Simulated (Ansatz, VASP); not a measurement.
# CoICl (1T-CoClI monolayer): VASP beside Ansatz, part 2 of 2

Aim: how closely do two programs agree when they are given the same cell, functional and k mesh? The structure shown is the start of the Ansatz relaxation below; VASP solves that cell, so the two are compared at the walk's first step.

VASP 6.6.1 and Ansatz 0.2.0.

So far: Set-up; Ansatz: relaxation, PBE with D3(BJ).

## (3) VASP: single point, PBE with D3(BJ), start cell

Level of this step: PBE with D3(BJ), spin-polarised from a ferromagnetic start; plane waves and PAW (I, Co, Cl) (VASP).

The same cell, functional, mesh and smearing now go to VASP, with its own data sets.

Lines of VASP's logs that name or quote its potential files are left out, and so is its time.

Contents of INCAR:

```
SYSTEM = CoICl
PREC = Accurate
ENCUT = 520
EDIFF = 1E-06
NELM = 200
ISMEAR = -1
SIGMA = 0.05
LREAL = .FALSE.
ALGO = Normal
GGA = PE
IVDW = 12
NBANDS = 21
ISPIN = 2
MAGMOM = 0.15 2.33 0.15
LASPH = .TRUE.
LMAXMIX = 4
LORBIT = 11
LWAVE = .FALSE.
LCHARG = .FALSE.
ISIF = 2
LDIPOL = .TRUE.
IDIPOL = 3
DIPOL = 0.5 0.5 0.503
LVHAR = .TRUE.
GGA_COMPAT = .FALSE.
NELMDL = -8
KPAR = 2
```

Contents of POSCAR:

```
CoICl
1.0
    3.5852010000      0.0000000000      0.0000000000
   -1.7926010000      3.1048750000      0.0000000000
    0.0000000000      0.0000000000     35.9793230000
I Co Cl
1 1 1
Direct
    0.6666667989      0.3333332260      0.4655451688
    0.0000000000      0.0000000000      0.5095953306
    0.3333334800      0.6666667740      0.5344548312
```

Contents of KPOINTS:

```
Automatic mesh
0
Gamma
12 12 1
0 0 0
```

The projector-augmented-wave data sets are I, Co and Cl (PBE family, release 64).

Launch:

```bash
$ mpirun -np 2 vasp_std
```

Numbers of over 12 decimals in the logs are rounded to 6 here.

Output:

```text
[banner, memory and clock lines left out]
running    2 mpi-ranks, on    1 nodes
 distrk:  each k-point on    1 cores,    2 groups
 distr:  one band on    1 cores,    1 groups

 POSCAR found type information on POSCAR I CoCl
 POSCAR found :  3 types and       3 ions
 LDA part: xc-table for (Slater+PW92), standard interpolation
 POSCAR, INCAR and KPOINTS ok, starting setup
 FFT: planning ... GRIDC
 FFT: planning ... GRID_SOFT
 FFT: planning ... GRID
 WAVECAR not read
 entering main loop
       N       E                     dE             d eps       ncg     rms          rms(c)
DAV:   1     0.183361283089E+03    0.18336E+03   -0.67630E+03  1596   0.740E+02
DAV:   2     0.183502323184E+02   -0.16501E+03   -0.15221E+03  2172   0.179E+02
DAV:   3    -0.101796519697E+02   -0.28530E+02   -0.28024E+02  2090   0.768E+01
DAV:   4    -0.111202944179E+02   -0.94064E+00   -0.93616E+00  2188   0.180E+01
DAV:   5    -0.111429270921E+02   -0.22633E-01   -0.22622E-01  2489   0.267E+00
DAV:   6    -0.111431255421E+02   -0.19845E-03   -0.19845E-03  2243   0.231E-01
DAV:   7    -0.111431342369E+02   -0.86948E-05   -0.86947E-05  2553   0.435E-02
DAV:   8    -0.111431342837E+02   -0.46732E-07   -0.46591E-07  1995   0.384E-03    0.150E+01
DAV:   9    -0.125947985150E+02   -0.14517E+01   -0.16010E+01  2053   0.579E+01    0.188E+01
DAV:  10    -0.104095473273E+02    0.21853E+01   -0.14424E+01  2154   0.595E+01    0.707E+00
DAV:  11    -0.101014227639E+02    0.30812E+00   -0.10222E+00  1892   0.749E+00    0.317E+00
DAV:  12    -0.985262842944E+01    0.24879E+00   -0.16908E-01  2237   0.307E+00    0.190E+00
DAV:  13    -0.971666674188E+01    0.13596E+00   -0.47846E-02  2084   0.238E+00    0.165E+00
DAV:  14    -0.960881376533E+01    0.10785E+00   -0.17456E-02  2025   0.999E-01    0.152E+00
[...]
DAV:  34    -0.106222478987E+02   -0.24417E-04   -0.24999E-07  1749   0.232E-03    0.742E-04
DAV:  35    -0.106222755217E+02   -0.27623E-04   -0.36221E-07  1702   0.234E-03    0.993E-04
DAV:  36    -0.106222833499E+02   -0.78282E-05   -0.56010E-08  1784   0.155E-03    0.436E-04
DAV:  37    -0.106222899668E+02   -0.66168E-05   -0.55478E-08  1658   0.870E-04    0.306E-04
DAV:  38    -0.106222940728E+02   -0.41060E-05   -0.70172E-08  1660   0.727E-04    0.245E-04
DAV:  39    -0.106222950736E+02   -0.10009E-05   -0.18100E-08  1734   0.481E-04    0.145E-04
DAV:  40    -0.106222961234E+02   -0.10498E-05   -0.60526E-09  1665   0.319E-04    0.120E-04
DAV:  41    -0.106222970147E+02   -0.89129E-06   -0.79383E-09  1518   0.261E-04
   1 F= -.11317441E+02 E0= -.11310442E+02  d E =-.139968E-01  mag=     1.0293
```

Parts of OUTCAR (step 3):

```text
ion  position               nearest neighbor table
   1  0.667  0.333  0.466-   2 2.61   2 2.61   2 2.61
   2  0.000  0.000  0.510-   3 2.25   3 2.25   3 2.25   1 2.61   1 2.61   1 2.61
   3  0.333  0.667  0.534-   2 2.25   2 2.25   2 2.25

  LATTYP: Found a hexagonal cell.
 ALAT       =     3.5852010000
 C/A-ratio  =    10.0355107008

 Subroutine GETGRP returns: Found  6 space group operations
 (whereof  6 operations were pure point group operations)

The static configuration has the point symmetry C_3v.

 Found     19 irreducible k-points:

   k-points           NKPTS =     19   k-points in BZ     NKDIM =     19   number of bands    NBANDS=     21

   dimension x,y,z NGX =    28 NGY =   28 NGZ =  270
   dimension x,y,z NGXF=    56 NGYF=   56 NGZF=  540

   ENCUT  =  520.0 eV  38.22 Ry    6.18 a.u.   6.67  6.67 66.90*2*pi/ulx,y,z

   NELECT =      23.0000    total number of electrons

 k-points in reciprocal lattice and weights: Automatic mesh
   0.00000000  0.00000000  0.00000000       0.007
   0.08333333 -0.00000000  0.00000000       0.042
   0.16666667 -0.00000000  0.00000000       0.042
   0.25000000  0.00000000  0.00000000       0.042
   0.33333333 -0.00000000  0.00000000       0.042
   0.41666667 -0.00000000  0.00000000       0.042
   0.50000000  0.00000000  0.00000000       0.021
   0.08333333  0.08333333  0.00000000       0.042
   0.16666667  0.08333333  0.00000000       0.083
[...]
0.33333333  0.25000000  0.00000000       0.083
   0.33333333  0.33333333  0.00000000       0.014

 dipolmoment           0.000000      0.000000      0.053371 electrons x Angstroem

 average (electrostatic) potential at core
       1 -99.8560       2 -91.2961       3 -99.7922

 E-fermi :  -2.9752

 spin component 1
 k-point     1 :       0.0000    0.0000    0.0000
  band No.  band energies     occupation
    ...
      7      -4.8216      1.00000
      8      -4.8216      1.00000
      9      -4.2715      1.00000
     10      -4.2715      1.00000
     11      -3.7739      1.00000
     12      -2.2589      0.00000
     13      -2.2589      0.00000
     14       0.3497      0.00000
     15       1.2660      0.00000
     16       1.5447      0.00000
    ...

 k-point     2 :       0.0833   -0.0000    0.0000
  band No.  band energies     occupation
    ...
      7      -5.1997      1.00000
      8      -5.0267      1.00000
      9      -4.3903      1.00000
     10      -4.1389      1.00000
     11      -3.6432      1.00000
     12      -2.5755      0.00034
     13      -2.3443      0.00000
     14       0.5308      0.00000
     15       1.4227      0.00000
     16       1.6551      0.00000
    ...

 k-point     3 :       0.1667   -0.0000    0.0000
  band No.  band energies     occupation
    ...
      8      -5.3849      1.00000
      9      -4.4380      1.00000
     10      -4.0084      1.00000
     11      -3.5826      0.99999
     12      -3.1470      0.96879
     13      -2.5130      0.00010
     14       0.9522      0.00000
     15       1.7732      0.00000
     16       1.9569      0.00000
     17       2.3060      0.00000
    ...

 k-point     4 :       0.2500    0.0000    0.0000
  band No.  band energies     occupation
    ...
      8      -5.6002      1.00000
      9      -4.4135      1.00000
     10      -4.0359      1.00000
     11      -3.7975      1.00000
     12      -3.3525      0.99947
     13      -2.6198      0.00082
     14       1.4143      0.00000
     15       1.7421      0.00000
     16       2.4230      0.00000
     17       2.4824      0.00000
    ...

 k-point     5 :       0.3333   -0.0000    0.0000
  band No.  band energies     occupation
    ...
      8      -5.9274      1.00000
      9      -4.3932      1.00000
     10      -4.1722      1.00000
     11      -3.9585      1.00000
     12      -3.2762      0.99758
     13      -2.6387      0.00119
     14       1.0779      0.00000
     15       2.0891      0.00000
     16       2.6675      0.00000
     17       3.2131      0.00000
    ...

 k-point     6 :       0.4167   -0.0000    0.0000
  band No.  band energies     occupation
    ...
      8      -6.1945      1.00000
      9      -4.3648      1.00000
     10      -4.3013      1.00000
     11      -4.1107      1.00000
     12      -3.0838      0.89767
     13      -2.6266      0.00094
     14       0.6889      0.00000
     15       2.2008      0.00000
     16       3.0047      0.00000
     17       3.8734      0.00000
    ...

 Edisp (eV)   -0.69514

  Total       2.56942     2.56942     2.88650    -0.00000     0.00000    -0.00000
  in kB      10.27861    10.27861    11.54706    -0.00000     0.00000    -0.00000
  external pressure =       10.70 kB  Pullay stress =        0.00 kB

  energy-cutoff  :      520.00
  volume of cell :      400.51
      direct lattice vectors                 reciprocal lattice vectors
     3.585201000  0.000000000  0.000000000     0.278924389  0.161037124  0.000000000
    -1.792601000  3.104875000  0.000000000     0.000000000  0.322074158  0.000000000
     0.000000000  0.000000000 35.979323000     0.000000000  0.000000000  0.027793741

 POSITION                                       TOTAL-FORCE (eV/Angst)
 -----------------------------------------------------------------------------------
      1.79260      1.03496     16.75000        -0.000000      0.000000     -0.655739
      0.00000      0.00000     18.33489         0.000000      0.000000     -1.424927
      0.00000      2.06992     19.22932         0.000000     -0.000000      2.080666
 -----------------------------------------------------------------------------------
    total drift:                               -0.000590     -0.000135      0.000616

  FREE ENERGIE OF THE ION-ELECTRON SYSTEM (eV)
  ---------------------------------------------------
  free  energy   TOTEN  =       -11.3174408785 eV

  energy  without entropy=      -11.3034440447  energy(sigma->0) =      -11.31044246

 vacuum level on the upper side and lower side of the slab         2.228         1.360

 total charge
# of ion       s       p       d       tot
------------------------------------------
    1        1.524   2.740   0.056   4.320
    2        0.351   0.435   7.423   8.209
    3        1.600   3.518   0.000   5.117
--------------------------------------------------
tot          3.474   6.693   7.479  17.646

 magnetization (x)
# of ion       s       p       d       tot
------------------------------------------
    1        0.005  -0.027   0.008  -0.013
    2        0.006   0.007   0.933   0.947
    3        0.010   0.025   0.000   0.035
--------------------------------------------------
tot          0.022   0.006   0.941   0.969

[... 6 further parts left out ...]
```

## (4) Differences

Known differences besides the potentials themselves: VASP starts from the moments at which Ansatz ended; Ansatz cuts the interaction across the vacuum, VASP repeats the sheet with a dipole correction; the data sets hold 41 valence electrons in Ansatz (on its PAW soft_1 files) and 23 in VASP; the cutoff is 420 eV in Ansatz and 520 eV in VASP. Total energies have different zeros and are not compared.

Forces (eV/Å; atoms numbered as in POSCAR):

```tsv
atom	Ansatz x, y, z	VASP x, y, z
I1	0.000, 0.000, -0.670	0.000, 0.000, -0.656
Co2	0.000, 0.000, -1.410	0.000, 0.000, -1.425
Cl3	0.000, 0.000, 2.080	0.000, 0.000, 2.081
```

The forces differ by 6.8 meV/Å r.m.s., which is 0.8 % of the r.m.s. force of 0.869 eV/Å (both taken over all components). Moments aren't recorded for both runs of this pair, so they may hold unlike magnetic states. With vacuum in the cell, a pressure given here is an average over mostly empty space and none of the material.

## (5) Results

```
r.m.s. force difference (single point, PBE with D3(BJ), start cell) : 0.78 % of the r.m.s. force
```

**Reading.** The r.m.s. force difference is 0.78 % of the r.m.s. force (single point, PBE with D3(BJ), start cell), within the 3 % picked in this series as the mark of a large difference. The data sets hold unlike numbers of valence electrons (41 in Ansatz and 23 in VASP), so part of the differences comes from the potentials. Such differences can come from data sets, numerical settings and the points named under the comparisons, not from the functional's error against experiment.

[Lines on the potential files, build, host, timing and source positions are cut from VASP's logs without a mark.]

[Logs are printed without paths, hosts, clocks, repeated set-up lines and the standing remarks that a program may print on its own settings, such as how far it seeks lower states.]

[Hosts, paths, dates, database ids (printed as entryN), source tags and the programs' standing remarks are cut or masked in the printed files.]
